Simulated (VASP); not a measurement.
Data:

```
CELL_PARAMETERS angstrom
      0.00000     2.75657     2.75657
      2.75657     0.00000     2.75657
      2.75657     2.75657     0.00000
ATOMIC_POSITIONS crystal
  Na 0.00000 0.00000 0.00000
  I  0.50000 0.50000 0.50000
```

Computed with LDA (Ceperley-Alder, Perdew-Zunger), VASP's LDA PAW potentials (set 64) (plane waves; VASP). Settings: 500 eV cut-off, 8×8×8 Γ-centred mesh, Gaussian smearing of 0.050 eV, potentials Na_pv I.

Unless said otherwise, spin-orbit coupling is left out, though it shifts the bands of the heavy elements here.

**Question.** What does the run give for the energy per atom (σ→0), pressure, band gap (on the k-mesh) with the smallest direct gap where there is one?

**Answer.** 
| Property | Value |
|---|---|
| band gap (on the k-mesh) | 3.93 eV |
| smallest direct gap (on the k-mesh) | 5.39 eV |
| energy per atom (σ→0) | -2.588 eV/atom |
| pressure | 19.91 GPa |

The compound is NaI in the rock salt structure. It was relaxed first under an external pressure of 20 GPa.
